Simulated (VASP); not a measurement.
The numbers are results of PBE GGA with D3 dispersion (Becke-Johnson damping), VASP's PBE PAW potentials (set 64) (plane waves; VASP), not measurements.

The input files of a VASP run:

**INCAR**
```
ALGO=Normal
EDIFF=1E-7
ENCUT=520
GGA=PE
ICHARG=11
ISMEAR=0
IVDW=12
LASPH=.TRUE.
LCHARG=.FALSE.
LMAXMIX=4
LORBIT=11
LREAL=.FALSE.
LWAVE=.FALSE.
NELM=100
PREC=Accurate
SIGMA=0.05
SYSTEM=KZnF3
```

### POSCAR
```
KZnF3
1.0
  4.0989518637   0.0000000000   0.0000000000
  0.0000000000   4.0989518637   0.0000000000
  0.0000000000   0.0000000000   4.0989518637
K Zn F
1 1 3
Cartesian
  0.0000000000   0.0000000000   0.0000000000
  2.0494759318   2.0494759318   2.0494759318
  2.0494759318   0.0000000000   2.0494759318
  0.0000000000   2.0494759318   2.0494759318
  2.0494759318   2.0494759318   0.0000000000
```

### KPOINTS
```
k-points along high-symmetry lines
15
Line-mode
Reciprocal
  0.000000   0.000000   0.000000 ! GAMMA
  0.000000   0.500000   0.000000 ! X

  0.000000   0.500000   0.000000 ! X
  0.500000   0.500000   0.000000 ! M

  0.500000   0.500000   0.000000 ! M
  0.000000   0.000000   0.000000 ! GAMMA

  0.000000   0.000000   0.000000 ! GAMMA
  0.500000   0.500000   0.500000 ! R

  0.500000   0.500000   0.500000 ! R
  0.000000   0.500000   0.000000 ! X

  0.500000   0.500000   0.500000 ! R
  0.500000   0.500000   0.000000 ! M
```

POTCAR, in this order: K_sv Zn F (PBE.64 set). Program: vasp_std. Read from the step before: CHGCAR.

What VASP printed:

File OSZICAR:
```
       N       E                     dE             d eps       ncg     rms          rms(c)
DAV:   1     0.435996341227E+03    0.43600E+03   -0.22668E+04  4500   0.201E+03
DAV:   2     0.163121442081E+02   -0.41968E+03   -0.40988E+03  5328   0.488E+02
DAV:   3    -0.191243100798E+02   -0.35436E+02   -0.35014E+02  5391   0.150E+02
DAV:   4    -0.199546678073E+02   -0.83036E+00   -0.82934E+00  7146   0.213E+01
DAV:   5    -0.199654747588E+02   -0.10807E-01   -0.10799E-01  5992   0.185E+00
DAV:   6    -0.199658785967E+02   -0.40384E-03   -0.40373E-03  6639   0.230E-01
DAV:   7    -0.199658827137E+02   -0.41171E-05   -0.41167E-05  6134   0.251E-02
DAV:   8    -0.199658827576E+02   -0.43839E-07   -0.43848E-07  5616   0.276E-03
   1 F= -.20723513E+02 E0= -.20723513E+02  d E =-.268402E-11
```

OUTCAR:
```
 val. band max:       -1.1212026747   @ k =   0.5000   0.5000   0.5000

 cond. band min:       2.5816371930   @ k =   0.0000   0.0000   0.0000



 k-point     1 :       0.0000    0.0000    0.0000
  band No.  band energies     occupation
      1     -28.0958      2.00000
      2     -22.4340      2.00000
      3     -21.8556      2.00000
      4     -21.8556      2.00000
      5     -11.5769      2.00000
      6     -11.5769      2.00000
      7     -11.5769      2.00000
      8      -4.9807      2.00000
      9      -4.9807      2.00000
     10      -4.9807      2.00000
     11      -4.4570      2.00000
     12      -4.4570      2.00000
     13      -4.4570      2.00000
     14      -4.1486      2.00000
     15      -4.1486      2.00000
     16      -2.9548      2.00000
     17      -2.9548      2.00000
     18      -2.9548      2.00000
     19      -2.7714      2.00000
     20      -2.7714      2.00000
     21      -2.7714      2.00000
     22       2.5816      0.00000
     23       7.7245      0.00000
     24       7.7245      0.00000
     25       8.1961      0.00000

 k-point     2 :       0.0000    0.0357    0.0000
  band No.  band energies     occupation
      1     -28.0956      2.00000
      2     -22.4325      2.00000
      3     -21.8568      2.00000
      4     -21.8553      2.00000
      5     -11.5769      2.00000
      6     -11.5764      2.00000
      7     -11.5764      2.00000
      8      -5.0194      2.00000
      9      -4.9804      2.00000
     10      -4.9804      2.00000
     11      -4.4604      2.00000
     12      -4.4604      2.00000
     13      -4.4570      2.00000
     14      -4.1486      2.00000
     15      -4.1184      2.00000
     16      -2.9574      2.00000
     17      -2.9532      2.00000
     18      -2.9532      2.00000
     19      -2.7753      2.00000
     20      -2.7712      2.00000
     21      -2.7712      2.00000
     22       2.6074      0.00000
     23       7.7350      0.00000
     24       7.7361      0.00000
...
```

The density is held fixed in this step, so its total energy and stress have no physical meaning.

The compound is KZnF3 in the cubic perovskite structure. It was relaxed first.
